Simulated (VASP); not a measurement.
# Si(110): relaxation, ionisation energy and affinity, part 2 of 3

Where do the bulk band edges lie against the vacuum outside Si(110)?

VASP 6.6.1; r2SCAN; plane waves and PAW (Si).

So far, gap on the k-mesh (eV): step 3 (band edges of the bulk) 0.786.

## 4. Relaxing the slab

System of this step: Si(110). The cell holds 18 atoms: 18 Si. Its edges and angles: a = 3.847 Å, b = 5.440 Å, c = 31.388 Å, α = 90.0°, β = 90.0°, γ = 90.0°. It derives from Si. 9 layers, cut at this functional's lattice. Vacuum lies along c.

All atoms relax at the fixed cell.

INCAR

```
SYSTEM = Si
PREC = Normal
ENCUT = 320
EDIFF = 1E-05
NELM = 120
ISMEAR = 0
SIGMA = 0.03
LREAL = Auto
ALGO = Normal
METAGGA = R2SCAN
LASPH = .TRUE.
NBANDS = 54
LORBIT = 11
LWAVE = .FALSE.
LCHARG = .FALSE.
KPAR = 2
NCORE = 2
IBRION = 2
NSW = 60
ISIF = 2
EDIFFG = -0.03
POTIM = 0.4
MAXMIX = 40
IDIPOL = 3
LDIPOL = .TRUE.
DIPOL = 0.5 0.5 0.5
```

POSCAR

```
Si
1.0
    3.8469062605      0.0000000000      0.0000000000
    0.0000000000      5.4403470068      0.0000000000
    0.0000000000      0.0000000000     31.3876250421
Si
18
Direct
    0.7500000000      0.3750000000      0.7451224800
    0.2500000000      0.6250000000      0.7451224800
    0.2500000000      0.8750000000      0.6838418600
    0.7500000000      0.1250000000      0.6838418600
    0.7500000000      0.3750000000      0.6225612400
    0.2500000000      0.6250000000      0.6225612400
    0.2500000000      0.8750000000      0.5612806200
    0.7500000000      0.1250000000      0.5612806200
    0.7500000000      0.3750000000      0.5000000000
    0.2500000000      0.6250000000      0.5000000000
    0.2500000000      0.8750000000      0.4387193800
    0.7500000000      0.1250000000      0.4387193800
    0.7500000000      0.3750000000      0.3774387600
    0.2500000000      0.6250000000      0.3774387600
    0.2500000000      0.8750000000      0.3161581400
    0.7500000000      0.1250000000      0.3161581400
    0.7500000000      0.3750000000      0.2548775200
    0.2500000000      0.6250000000      0.2548775200
```

KPOINTS

```
Automatic mesh
0
Gamma
6 5 1
0 0 0
```

Potentials, in the order of the species: Si (PBE family, release 64).

Command:

```
mpirun -np 4 vasp_std
```

Output:

```text
[banner, memory and clock lines left out]
running    4 mpi-ranks, on    1 nodes
 distrk:  each k-point on    2 cores,    2 groups
 distr:  one band on    2 cores,    1 groups

 POSCAR found type information on POSCAR Si
 POSCAR found :  1 types and      18 ions
 [... a notice as in an earlier step ...]

 LDA part: xc-table for (None), standard interpolation
 POSCAR, INCAR and KPOINTS ok, starting setup
 FFT: planning ... GRIDC
 FFT: planning ... GRID_SOFT
 FFT: planning ... GRID
 WAVECAR not read
 entering main loop
       N       E                     dE             d eps       ncg     rms          rms(c)
DAV:   1     0.144377381848E+03    0.14438E+03   -0.19661E+04  1296   0.713E+02
DAV:   2    -0.142167402184E+03   -0.28654E+03   -0.27315E+03  1708   0.152E+02
DAV:   3    -0.162845661456E+03   -0.20678E+02   -0.20279E+02  1554   0.399E+01
DAV:   4    -0.163613768955E+03   -0.76811E+00   -0.76469E+00  1952   0.878E+00
DAV:   5    -0.163638164503E+03   -0.24396E-01   -0.24383E-01  1800   0.151E+00    0.175E+01
DAV:   6    -0.152530736475E+03    0.11107E+02   -0.17274E+00  1584   0.438E+00    0.118E+01
DAV:   7    -0.152523888140E+03    0.68483E-02   -0.20755E+00  1632   0.619E+00    0.161E+00
DAV:   8    -0.152457795689E+03    0.66092E-01   -0.60817E-01  1666   0.335E+00    0.823E-01
DAV:   9    -0.152455923674E+03    0.18720E-02   -0.83167E-02  1736   0.915E-01    0.822E-01
DAV:  10    -0.152456332015E+03   -0.40834E-03   -0.10262E-02  1602   0.342E-01    0.436E-01
DAV:  11    -0.152457894995E+03   -0.15630E-02   -0.71885E-03  1490   0.254E-01    0.111E-01
DAV:  12    -0.152458957774E+03   -0.10628E-02   -0.97268E-04  1624   0.104E-01    0.419E-02
DAV:  13    -0.152459624845E+03   -0.66707E-03   -0.15134E-04  1596   0.401E-02    0.298E-02
DAV:  14    -0.152460947827E+03   -0.13230E-02   -0.47228E-04  1524   0.543E-02    0.188E-02
DAV:  15    -0.152461227095E+03   -0.27927E-03   -0.42978E-05  1300   0.184E-02    0.132E-02
DAV:  16    -0.152461516116E+03   -0.28902E-03   -0.84158E-05  1344   0.241E-02    0.711E-03
DAV:  17    -0.152461598436E+03   -0.82320E-04   -0.18878E-05  1236   0.144E-02    0.992E-03
DAV:  18    -0.152461638460E+03   -0.40024E-04   -0.33977E-06   966   0.735E-03    0.275E-03
DAV:  19    -0.152461720228E+03   -0.81769E-04   -0.14730E-05  1106   0.981E-03    0.323E-03
DAV:  20    -0.152461734622E+03   -0.14394E-04   -0.10846E-06   944   0.461E-03    0.215E-03
DAV:  21    -0.152461758904E+03   -0.24282E-04   -0.14557E-06   954   0.412E-03    0.141E-03
DAV:  22    -0.152461768248E+03   -0.93436E-05   -0.84709E-07   902   0.352E-03
   1 F= -.15246177E+03 E0= -.15245884E+03  d E =-.152462E+03
 curvature:   0.00 expect dE= 0.000E+00 dE for cont linesearch  0.000E+00
 trial: gam= 0.00000 g(F)=  0.114E+00 g(S)=  0.000E+00 ort = 0.000E+00 (trialstep = 0.100E+01)
 search vector abs. value=  0.114E+00
 bond charge predicted
       N       E                     dE             d eps       ncg     rms          rms(c)
DAV:   1    -0.152550362892E+03   -0.88604E-01   -0.11155E+00  1364   0.290E+00    0.517E-01
DAV:   2    -0.152555885111E+03   -0.55222E-02   -0.60355E-02  1594   0.788E-01    0.192E-01
DAV:   3    -0.152557438494E+03   -0.15534E-02   -0.47171E-03  1578   0.221E-01    0.133E-01
DAV:   4    -0.152557558927E+03   -0.12043E-03   -0.58573E-04  1496   0.952E-02    0.380E-02
DAV:   5    -0.152557794965E+03   -0.23604E-03   -0.21784E-04  1444   0.473E-02    0.162E-02
DAV:   6    -0.152557837568E+03   -0.42603E-04   -0.22393E-05  1270   0.156E-02    0.916E-03
DAV:   7    -0.152557843391E+03   -0.58229E-05   -0.98424E-06  1078   0.106E-02
   2 F= -.15255784E+03 E0= -.15255415E+03  d E =-.960751E-01
[... from here on, the cycles between the ionic steps are left out ...]
   3 F= -.15262763E+03 E0= -.15262399E+03  d E =-.165866E+00
   4 F= -.15262968E+03 E0= -.15262639E+03  d E =-.167907E+00
   5 F= -.15268506E+03 E0= -.15268258E+03  d E =-.553804E-01
   6 F= -.15269643E+03 E0= -.15269380E+03  d E =-.667559E-01
   7 F= -.15272709E+03 E0= -.15272392E+03  d E =-.306547E-01
   8 F= -.15273239E+03 E0= -.15272887E+03  d E =-.359621E-01
   9 F= -.15274259E+03 E0= -.15273888E+03  d E =-.102011E-01
  10 F= -.15274356E+03 E0= -.15273978E+03  d E =-.111704E-01
  11 F= -.15274777E+03 E0= -.15274384E+03  d E =-.420166E-02
  12 F= -.15274777E+03 E0= -.15274383E+03  d E =-.420355E-02
  13 F= -.15275145E+03 E0= -.15274751E+03  d E =-.368035E-02
  14 F= -.15275292E+03 E0= -.15274900E+03  d E =-.515462E-02
  15 F= -.15275210E+03 E0= -.15274825E+03  d E =-.433252E-02
  16 F= -.15275314E+03 E0= -.15274924E+03  d E =-.537000E-02
  17 F= -.15275547E+03 E0= -.15275155E+03  d E =-.233065E-02
  18 F= -.15276015E+03 E0= -.15275621E+03  d E =-.701353E-02
  19 F= -.15276105E+03 E0= -.15275717E+03  d E =-.791580E-02
  20 F= -.15276213E+03 E0= -.15275820E+03  d E =-.899552E-02
 curvature:  -8.43 expect dE=-0.296E-01 dE for cont linesearch -0.461E-05
 trial: gam= 0.92676 g(F)=  0.351E-02 g(S)=  0.000E+00 ort = 0.823E-04 (trialstep = 0.138E+01)
 search vector abs. value=  0.143E-01
 bond charge predicted
       N       E                     dE             d eps       ncg     rms          rms(c)
DAV:   1    -0.152762588290E+03   -0.45422E-03   -0.21652E-01  1304   0.146E+00    0.177E-01
DAV:   2    -0.152764423027E+03   -0.18347E-02   -0.13685E-02  1640   0.392E-01    0.290E-01
DAV:   3    -0.152764682401E+03   -0.25937E-03   -0.88285E-04  1548   0.113E-01    0.131E-01
DAV:   4    -0.152764785238E+03   -0.10284E-03   -0.18709E-04  1506   0.453E-02    0.115E-01
DAV:   5    -0.152764905476E+03   -0.12024E-03   -0.10977E-04  1524   0.348E-02    0.613E-02
DAV:   6    -0.152764905641E+03   -0.16515E-06   -0.23468E-05  1236   0.153E-02
  21 F= -.15276491E+03 E0= -.15276104E+03  d E =-.277267E-02
 trial-energy change:   -0.002773  1 .order   -0.002788   -0.004960   -0.000616
 step:   1.5787(harm=  1.5787)  dis= 0.01065  next Energy=  -152.764965 (dE=-0.283E-02)
 reached required accuracy - stopping structural energy minimisation
```

The job ended after 10 min (4 MPI ranks of Intel Xeon 6975P-C (Granite Rapids), shared host; peak memory 0.89 GiB).

From OUTCAR (step 4):

```text
  LATTYP: Found a simple orthorhombic cell.
 ALAT       =     3.8469062605
 B/A-ratio  =     1.4142135624
 C/A-ratio  =     8.1591863478

 Subroutine GETGRP returns: Found  8 space group operations
 (whereof  4 operations were pure point group operations)

The static configuration has the point symmetry C_2h.
 The point group associated with its full space group is D_2h.

 Found     12 irreducible k-points:

   k-points           NKPTS =     12   k-points in BZ     NKDIM =     12   number of bands    NBANDS=     54

   dimension x,y,z NGX =    18 NGY =   24 NGZ =  140
   dimension x,y,z NGXF=    36 NGYF=   48 NGZF=  280

   ENCUT  =  320.0 eV  23.52 Ry    4.85 a.u.   5.61  7.94 45.78*2*pi/ulx,y,z

   NELECT =      72.0000    total number of electrons

 dipolmoment           0.000000      0.000000      0.000000 electrons x Angstroem

 E-fermi :   0.9743

 k-point     1 :       0.0000    0.0000    0.0000
  band No.  band energies     occupation
    ...
     31      -0.1725      2.00000
     32       0.1795      2.00000
     33       0.4590      2.00000
     34       0.6494      2.00000
     35       0.9529      1.68762
     36       1.0885      0.00000
     37       1.7197      0.00000
     38       1.9172      0.00000
     39       2.0933      0.00000
     40       2.3736      0.00000
    ...

 k-point     2 :       0.1667    0.0000    0.0000
  band No.  band energies     occupation
    ...
     32      -0.7689      2.00000
     33      -0.4344      2.00000
     34      -0.2046      2.00000
     35       0.5120      2.00000
     36       0.5809      2.00000
     37       2.0831      0.00000
     38       2.4160      0.00000
     39       2.7589      0.00000
     40       2.8696      0.00000
     41       2.9134      0.00000
    ...

  Total        3.0206877      6.4145728     -0.7816185      0.0000000      0.0000000      0.0000000
  in kB        7.3674933     15.6452195     -1.9063769      0.0000000      0.0000000      0.0000000
  external PRESSURE =       7.0354453 kB  Pullay stress =       0.0000000 kB

  energy-cutoff  :      320.00
  volume of cell :      656.90
      direct lattice vectors                 reciprocal lattice vectors
     3.846906260  0.000000000  0.000000000     0.259949147  0.000000000  0.000000000
     0.000000000  5.440347007  0.000000000     0.000000000  0.183811804  0.000000000
     0.000000000  0.000000000 31.387625042     0.000000000  0.000000000  0.031859690

 POSITION                                       TOTAL-FORCE (eV/Angst)
 -----------------------------------------------------------------------------------
      2.88518      2.13995     23.18119        -0.000000     -0.009157      0.006539
      0.96173      3.30040     23.18119        -0.000000      0.009157      0.006539
      0.96173      4.79633     21.45500        -0.000000      0.005030     -0.019415
      2.88518      0.64401     21.45500        -0.000000     -0.005030     -0.019415
      2.88518      2.04640     19.55170         0.000000     -0.005894     -0.007939
      0.96173      3.39395     19.55170        -0.000000      0.005894     -0.007939
      0.96173      4.76071     17.62293        -0.000000     -0.021181     -0.001049
      2.88518      0.67964     17.62293        -0.000000      0.021181     -0.001049
      2.88518      2.04019     15.69381        -0.000000      0.008117     -0.000000
      0.96173      3.40016     15.69381         0.000000     -0.008117     -0.000000
      0.96173      4.76071     13.76469        -0.000000     -0.021181      0.001049
      2.88518      0.67964     13.76469        -0.000000      0.021181      0.001049
      2.88518      2.04640     11.83592        -0.000000     -0.005894      0.007939
      0.96173      3.39395     11.83592        -0.000000      0.005894      0.007939
      0.96173      4.79633      9.93263        -0.000000      0.005030      0.019415
      2.88518      0.64401      9.93263        -0.000000     -0.005030      0.019415
      2.88518      2.13995      8.20644        -0.000000     -0.009157     -0.006539
      0.96173      3.30040      8.20644        -0.000000      0.009157     -0.006539
 -----------------------------------------------------------------------------------
    total drift:                               -0.000000     -0.000000      0.000000

  FREE ENERGIE OF THE ION-ELECTRON SYSTEM (eV)
  ---------------------------------------------------
  free  energy   TOTEN  =      -152.7649056407 eV

  energy  without entropy=     -152.7571701528  energy(sigma->0) =     -152.76103790

 vacuum level on the upper side and lower side of the slab         5.653         5.653

 total charge
# of ion       s       p       d       tot
------------------------------------------
    1        0.769   0.947   0.000   1.717
    2        0.769   0.947   0.000   1.717
    3        0.755   0.964   0.000   1.720
    4        0.755   0.964   0.000   1.720
    5        0.750   0.955   0.000   1.705
    6        0.750   0.955   0.000   1.705
    7        0.748   0.956   0.000   1.703
    8        0.748   0.956   0.000   1.703
    9        0.747   0.958   0.000   1.705
   10        0.747   0.958   0.000   1.705
   11        0.748   0.956   0.000   1.703
   12        0.748   0.956   0.000   1.703
   13        0.750   0.955   0.000   1.705
   14        0.750   0.955   0.000   1.705
   15        0.755   0.964   0.000   1.720
   16        0.755   0.964   0.000   1.720
   17        0.769   0.947   0.000   1.717
   18        0.769   0.947   0.000   1.717
--------------------------------------------------
tot         13.585  17.204   0.000  30.788

[... 1 part as in an earlier step ...]

[... 7 further parts left out ...]
```

CONTCAR:

```
Si
   1.00000000000000
     3.8469062605000000    0.0000000000000000    0.0000000000000000
     0.0000000000000000    5.4403470067999997    0.0000000000000000
     0.0000000000000000    0.0000000000000000   31.3876250421000016
  Si
    18
Direct
     0.7500000000000000    0.3933472297938530    0.7385453812090361
     0.2500000000000000    0.6066527702061467    0.7385453812090361
     0.2500000000000000    0.8816229329075255    0.6835495566345781
     0.7500000000000000    0.1183770670924743    0.6835495566345781
     0.7500000000000000    0.3761523328345224    0.6229111101302350
     0.2500000000000000    0.6238476671654775    0.6229111101302350
     0.2500000000000000    0.8750740091815341    0.5614612318358250
     0.7500000000000000    0.1249259908184656    0.5614612318358250
     0.7500000000000000    0.3750108197206504    0.5000000000000000
     0.2500000000000000    0.6249891802793495    0.5000000000000000
     0.2500000000000000    0.8750740091815341    0.4385387681641749
     0.7500000000000000    0.1249259908184656    0.4385387681641749
     0.7500000000000000    0.3761523328345224    0.3770888898697651
     0.2500000000000000    0.6238476671654775    0.3770888898697651
     0.2500000000000000    0.8816229329075255    0.3164504433654221
     0.7500000000000000    0.1183770670924743    0.3164504433654221
     0.7500000000000000    0.3933472297938530    0.2614546187909640
     0.2500000000000000    0.6066527702061467    0.2614546187909640
```

The run keeps the 8 symmetry operations of its start, so it cannot find a distortion of lower symmetry.

Step by step:

```csv
step,energy less that of the first step (eV),largest force (eV/Å)
1,0.0000,0.7918
2,-0.0961,0.5541
3,-0.1659,0.3940
4,-0.1679,0.4502
5,-0.2233,0.3036
6,-0.2347,0.3272
7,-0.2653,0.1543
8,-0.2706,0.1648
9,-0.2808,0.1007
10,-0.2818,0.0985
11,-0.2860,0.0845
12,-0.2860,0.0852
13,-0.2897,0.0684
14,-0.2912,0.0993
15,-0.2903,0.1676
16,-0.2914,0.1214
17,-0.2937,0.1035
18,-0.2984,0.1140
19,-0.2993,0.2605
20,-0.3004,0.1856
21,-0.3031,0.0212
```

The atoms that moved most (Å):

```
atom     dx      dy      dz  length
 Si2  0.000  -0.100  -0.206   0.229
 Si1  0.000   0.100  -0.206   0.229
Si18  0.000  -0.100   0.206   0.229
Si17  0.000   0.100   0.206   0.229
 Si3  0.000   0.036  -0.009   0.037
Si15  0.000   0.036   0.009   0.037
 Si4  0.000  -0.036  -0.009   0.037
Si16  0.000  -0.036   0.009   0.037
```

Final coordinates:

```xyz
18
Lattice="3.8469 0.0000 0.0000 0.0000 5.4403 0.0000 0.0000 0.0000 31.3876" Properties=species:S:1:pos:R:3
Si    2.8852    2.1399   23.1812
Si    0.9617    3.3004   23.1812
Si    0.9617    4.7963   21.4550
Si    2.8852    0.6440   21.4550
Si    2.8852    2.0464   19.5517
Si    0.9617    3.3939   19.5517
Si    0.9617    4.7607   17.6229
Si    2.8852    0.6796   17.6229
Si    2.8852    2.0402   15.6938
Si    0.9617    3.4002   15.6938
Si    0.9617    4.7607   13.7647
Si    2.8852    0.6796   13.7647
Si    2.8852    2.0464   11.8359
Si    0.9617    3.3939   11.8359
Si    0.9617    4.7963    9.9326
Si    2.8852    0.6440    9.9326
Si    2.8852    2.1399    8.2064
Si    0.9617    3.3004    8.2064
```

Numbers from this step:

```yaml
electronic_cycles: 143
electrons: 72
free_energy_toten: -152.7649 eV
energy_at_zero_smearing: -152.7610 eV
fermi_energy: 0.9743 eV
metallic: yes
dipole_moment: 0, 0, 0 e·Å
```

The run ended after 21 ionic steps, 0.303 eV below its first step, once the forces on the free atoms met EDIFFG = -0.03.

(Part 2 of 3 ends here.)

[Lines on the potential files, build, host, timing and source positions are cut from VASP's logs without a mark.]

[Logs are printed without paths, hosts, clocks, repeated set-up lines and the standing remarks that a program may print on its own settings, such as how far it seeks lower states.]

[Hosts, paths, dates, database ids (printed as entryN), source tags and the programs' standing remarks are cut or masked in the printed files.]

[Runs that stopped without an error message from VASP are left out.]
